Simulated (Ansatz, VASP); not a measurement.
Two plane-wave programs on TiTe2As5

```
CELL_PARAMETERS angstrom
4.91965 0.00000 0.00000
-2.45982 4.26054 0.00000
0.00000 0.00000 10.10646
ATOMIC_POSITIONS crystal
Ti 0.00000 0.00000 0.50000
Te 0.00000 0.00000 0.76775
Te 0.00000 0.00000 0.23225
As 0.33333 0.66667 0.50000
As 0.66667 0.33333 0.50000
As 0.37331 0.00000 0.00000
As 0.00000 0.37331 0.00000
As 0.62669 0.62669 0.00000
```

Alike in both runs: functional PBE; k mesh 4 × 4 × 2; occupations gaussian, width 0.2 eV; no spin polarisation.

Ansatz relaxed the structure, and its values are those at the end. VASP's run is a single point on that final structure, the one shown.

```csv
,VASP,Ansatz
version,VASP 6.6.1,Ansatz 0.2.0
potentials or method,"VASP PAW PBE potentials, release 64 (Ti_sv, Te, As)","scalar-relativistic, plane waves, PAW"
plane-wave cutoff (eV),520,420
valence electrons in the cell,49,119
```

Ansatz gave:

```
gap on the k mesh at the Fermi level (eV) : none
pressure (GPa)                            : 0.0
rms of the force components (eV/Å)        : 0.022
```

**Question.** What did VASP give for the same quantities?

**Answer.** gap on the k mesh at the Fermi level (eV): none; pressure (GPa): 0.1; rms of the force components (eV/Å): 0.018.

A gap of «none» marks a metal or a gap that the smearing closes. The two sets of potentials don't hold the same shells in valence.

Caveats: the k mesh is coarse (spacing up to 0.37 Å⁻¹), so the values aren't converged. Spin-orbit coupling is left out, which matters for the levels of Te.
